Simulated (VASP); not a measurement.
```xyz
2
Lattice="0.0000 3.3397 3.3397 3.3397 0.0000 3.3397 3.3397 3.3397 0.0000" Properties=species:S:1:pos:R:3 pbc="T T T"
Rb     0.0000     0.0000     0.0000
Cl     3.3397     3.3397     3.3397
```

Method: optB88-vdW, VASP's PBE PAW potentials (set 64) (plane waves; VASP). Numerical set-up: 520 eV cut-off, 7×7×7 Γ-centred mesh, Gaussian smearing of 0.050 eV, potentials Rb_sv Cl.

What does the run give for the energy per atom (σ→0), band gap (on the k-mesh) with the smallest direct gap where there is one?

```yaml
band gap (on the k-mesh): 4.70 eV
smallest direct gap (on the k-mesh): 4.70 eV
energy per atom (σ→0): -1.530 eV/atom
```

The absolute energy has meaning only against runs of the same code, potentials and settings.

The compound is RbCl in the rock salt structure. This cell is one point of a volume scan, at 1.06 of the reference volume.
